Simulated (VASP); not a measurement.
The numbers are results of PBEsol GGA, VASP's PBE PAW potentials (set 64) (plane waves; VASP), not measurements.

A VASP calculation is set up with these files.

File KPOINTS:
```
Automatic
0
G
6 6 6
```

POSCAR:
```
CuGaSe2
1.0
 -2.7903778513   2.7903778513   5.5331083502
  2.7903778513  -2.7903778513   5.5331083502
  2.7903778513   2.7903778513  -5.5331083502
Ga Cu Se
2 2 4
Cartesian
  2.7903778513   2.7903778513   0.0000000000
  2.7903778513   0.0000000000   2.7665541751
  0.0000000000   0.0000000000  11.0662167004
  0.0000000000   2.7903778513   2.7665541751
  1.4382065743   1.3951889257   6.9163854377
  4.1855667770   1.3521712770  -1.3832770876
  1.3521712770   1.3951889257   1.3832770876
 -1.3951889256   1.4382065743   4.1498312626
```

INCAR:
```
GGA  =  PS   # PBEsol
IBRION  =  2   # conjugate gradients
EDIFF  =  1E-6
NSW  =  40
LCHARG  =  .FALSE.
SYSTEM  =  CuGaSe2
ALGO  =  Normal
ISIF  =  3   # ions, shape and volume
LREAL  =  .FALSE.   # projection in real space or not
PREC  =  Accurate
ENCUT  =  500   # plane-wave cut-off (eV)
SIGMA  =  0.05   # width (eV)
LWAVE  =  .FALSE.
ISMEAR  =  0   # Gaussian
LASPH  =  .TRUE.   # aspherical one-centre terms
EDIFFG  =  -0.02   # ionic stop
LMAXMIX  =  4   # l cut-off of mixed one-centre charges
NELM  =  100   # most electronic steps
```

POTCAR, in this order: Ga_d Cu Se (PBE.64 set). Program: vasp_std.

What VASP printed:

OUTCAR:
```
 ion  position               nearest neighbor table
   1  0.500  0.500  0.000-   5 2.43   7 2.43   8 2.43   6 2.43
   2  0.250  0.750  0.500-   8 2.43   6 2.43   7 2.43   5 2.43
   3  0.000  0.000  0.000-   5 2.39   6 2.39   7 2.39   8 2.39
   4  0.750  0.250  0.500-   5 2.39   6 2.39   7 2.39   8 2.39
   5  0.875  0.883  0.508-   3 2.39   4 2.39   1 2.43   2 2.43
   6  0.117  0.625  0.992-   3 2.39   4 2.39   2 2.43   1 2.43
   7  0.375  0.367  0.492-   3 2.39   4 2.39   1 2.43   2 2.43
   8  0.633  0.125  0.008-   3 2.39   4 2.39   2 2.43   1 2.43
  LATTYP: Found a body centered tetragonal cell.
 ALAT       =     5.5807557026
 C/A-ratio  =     1.9829244085
 Subroutine PRICEL returns:
 Original cell was already a primitive cell.
 Subroutine GETGRP returns: Found  8 space group operations
The static configuration has the point symmetry S_4 .
 The point group associated with its full space group is D_2d.
The dynamic configuration has the point symmetry S_4 .
 Subroutine INISYM returns: Found  8 space group operations
 Subroutine IBZKPT returns following result:
 Found     30 irreducible k-points:

 Following reciprocal coordinates:
            Coordinates               Weight
  0.000000  0.000000  0.000000      1.000000
...
```

OSZICAR:
```
       N       E                     dE             d eps       ncg     rms          rms(c)
DAV:   1     0.701528293729E+03    0.70153E+03   -0.31020E+04  2621   0.218E+03
DAV:   2     0.912106157245E+02   -0.61032E+03   -0.59389E+03  2668   0.561E+02
DAV:   3    -0.271169287750E+02   -0.11833E+03   -0.11430E+03  3221   0.212E+02
DAV:   4    -0.360552165810E+02   -0.89383E+01   -0.88182E+01  3552   0.576E+01
DAV:   5    -0.363868466353E+02   -0.33163E+00   -0.33042E+00  3760   0.118E+01    0.132E+01
DAV:   6    -0.368110137929E+02   -0.42417E+00   -0.45266E+01  3597   0.105E+02    0.101E+01
DAV:   7    -0.343064641022E+02    0.25045E+01   -0.10014E+01  3304   0.751E+01    0.385E+00
DAV:   8    -0.345397385320E+02   -0.23327E+00   -0.51547E+00  4016   0.284E+01    0.332E+00
DAV:   9    -0.344025352883E+02    0.13720E+00   -0.12060E+00  3784   0.183E+01    0.466E-01
DAV:  10    -0.344065503792E+02   -0.40151E-02   -0.65948E-02  3840   0.411E+00    0.326E-01
DAV:  11    -0.344059781582E+02    0.57222E-03   -0.17984E-02  3775   0.238E+00    0.106E-01
DAV:  12    -0.344060285299E+02   -0.50372E-04   -0.25258E-03  3888   0.762E-01    0.191E-02
DAV:  13    -0.344060446040E+02   -0.16074E-04   -0.19432E-04  3841   0.182E-01    0.210E-02
DAV:  14    -0.344060386109E+02    0.59932E-05   -0.79564E-05  3744   0.182E-01    0.503E-03
DAV:  15    -0.344060386808E+02   -0.69975E-07   -0.97086E-06  3207   0.407E-02
   1 F= -.34406039E+02 E0= -.34406016E+02  d E =-.344060E+02
```

### OUTCAR
```
------------------------ aborting loop because EDIFF is reached ----------------------------------------
  FORCE on cell =-STRESS in cart. coord.  units (eV):
  Direction    XX          YY          ZZ          XY          YZ          ZX
  --------------------------------------------------------------------------------------
  Total       -0.1199165     -0.1199165     -0.0252335      0.0000000      0.0000000      0.0000000
  in kB       -1.1148958     -1.1148958     -0.2346026      0.0000000      0.0000000      0.0000000
  external PRESSURE =      -0.8214647 kB  Pullay stress =       0.0000000 kB
  volume of cell :      172.33
      direct lattice vectors                 reciprocal lattice vectors
    -2.790377851  2.790377851  5.533108350     0.000000000  0.179187202  0.090365120
     2.790377851 -2.790377851  5.533108350     0.179187202  0.000000000  0.090365120
     2.790377851  2.790377851 -5.533108350     0.179187202  0.179187202  0.000000000
 POSITION                                       TOTAL-FORCE (eV/Angst)
 -----------------------------------------------------------------------------------
      0.00000      0.00000      5.53311        -0.000000      0.000000      0.000000
      2.79038      0.00000      2.76655         0.000000     -0.000000     -0.000000
      0.00000      0.00000      0.00000         0.000000     -0.000000      0.000000
      0.00000      2.79038      2.76655        -0.000000      0.000000      0.000000
      1.43821      1.39519      6.91639        -0.004101      0.000000      0.000000
      4.18557      1.35217     -1.38328        -0.000000      0.004101      0.000000
      1.35217      1.39519      1.38328         0.004101      0.000000      0.000000
     -1.39519      1.43821      4.14983        -0.000000     -0.004101      0.000000
 -----------------------------------------------------------------------------------
    total drift:                                0.000002      0.000002     -0.000002
  FREE ENERGIE OF THE ION-ELECTRON SYSTEM (eV)
  ---------------------------------------------------
  free  energy   TOTEN  =       -34.4060386808 eV

  energy  without entropy=      -34.4059940681  energy(sigma->0) =      -34.40601637

 reached required accuracy - stopping structural energy minimisation
```
(Selected blocks of OUTCAR.)

The compound is CuGaSe2 in the chalcopyrite structure. It was relaxed first.
